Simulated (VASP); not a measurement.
# Li3Dy: band structure with PBE+U

Li3Dy:

```xyz
8
Lattice="6.5169 0.0000 0.0000 -3.2584 5.6438 0.0000 0.0000 0.0000 5.0946" Properties=species:S:1:pos:R:3 pbc="T T T"
Dy    0.0000    3.7625    3.8209
Dy    3.2584    1.8813    1.2736
Li    0.0000    1.7046    1.2736
Li    1.7822    4.7915    1.2736
Li   -1.7822    4.7915    1.2736
Li    3.2584    3.9392    3.8209
Li    1.4762    0.8523    3.8209
Li    5.0407    0.8523    3.8209
```

The cell comes from a database or a generator and needn't be the stable form of this composition.

```
Program                : VASP 6.6.1
Task                   : band structure
Functional             : PBE
Potentials or basis    : VASP PAW PBE potentials, release 64 (Dy_3, Li_sv), 4f in core
Cutoff                 : 520 eV
k mesh                 : 5 × 5 × 5
Occupations            : fermi-dirac, width 0.05 eV
Spin                   : collinear spin, zero start
Starting moments       : [0.0, 0.0, 0.0, 0.0, 0.0, 0.0, 0.0, 0.0] μB
Hubbard terms          : Dy f U = 5 eV, J = 0.5 eV
LDAUTYPE               : 1
Hund's J               : 0.5
Further INCAR settings : ALGO = Normal; EDIFF = 1.00e-06; ISYM = 0
```

The band gap along the path is none (metal or under the smearing width). The net moment is 0.01 μB per cell.

Levels at the corners of the path, in eV from the Fermi level:
Spin up:
```
point  band 16  band 17  band 18  band 19  band 20  band 21
    Γ    -0.36    -0.36    -0.13    -0.13     0.38     0.89
    M    -0.41    -0.14     0.28     0.31     0.39     0.44
    K    -0.25     0.06     0.09     0.09     0.72     0.72
    Γ    -0.36    -0.36    -0.13    -0.13     0.38     0.89
    A    -0.14    -0.14    -0.14     0.58     0.58     0.58
    L    -1.29    -0.32    -0.32    -0.23    -0.23     0.63
    H    -1.46    -0.83    -0.83     0.38     0.38     0.55
    A    -0.14    -0.14    -0.14     0.58     0.58     0.58
    L    -1.29    -0.32    -0.32    -0.23    -0.23     0.63
    M    -0.41    -0.14     0.28     0.31     0.39     0.44
    K    -0.25     0.06     0.09     0.09     0.72     0.72
    H    -1.46    -0.83    -0.83     0.38     0.38     0.55
```
Spin down:
```csv
point,band 15,band 16,band 17,band 18,band 19,band 20,band 21,band 22
Γ,-0.64,-0.36,-0.36,-0.13,-0.13,0.38,0.89,0.89
M,-1.64,-0.40,-0.14,0.28,0.31,0.39,0.45,1.04
K,-2.28,-0.25,0.06,0.09,0.09,0.72,0.72,0.85
Γ,-0.64,-0.36,-0.36,-0.13,-0.13,0.38,0.89,0.89
A,-0.14,-0.14,-0.14,-0.14,0.58,0.58,0.58,0.58
L,-1.29,-1.29,-0.32,-0.32,-0.22,-0.22,0.64,0.64
H,-1.46,-1.46,-0.83,-0.83,0.38,0.38,0.55,0.55
A,-0.14,-0.14,-0.14,-0.14,0.58,0.58,0.58,0.58
L,-1.29,-1.29,-0.32,-0.32,-0.22,-0.22,0.64,0.64
M,-1.64,-0.40,-0.14,0.28,0.31,0.39,0.45,1.04
K,-2.28,-0.25,0.06,0.09,0.09,0.72,0.72,0.85
H,-1.46,-1.46,-0.83,-0.83,0.38,0.38,0.55,0.55
```

Wall time 4.8 min on 1 thread of Intel(R) Xeon(R) 6975P-C (Granite Rapids), on a shared host, peak memory 0.58 GiB.

Caveat: the log is that of the step along the path at fixed density, whose energy, stress, charges and moments have no meaning; the magnetic or orbital state may not be the lowest; U is put on an f shell that these potentials keep in the core, so it has next to no effect; spin-orbit coupling is left out, which moves the levels of the heavy elements; the 4f electrons are frozen in the core as for a trivalent ion, so they carry no moment and show no levels.
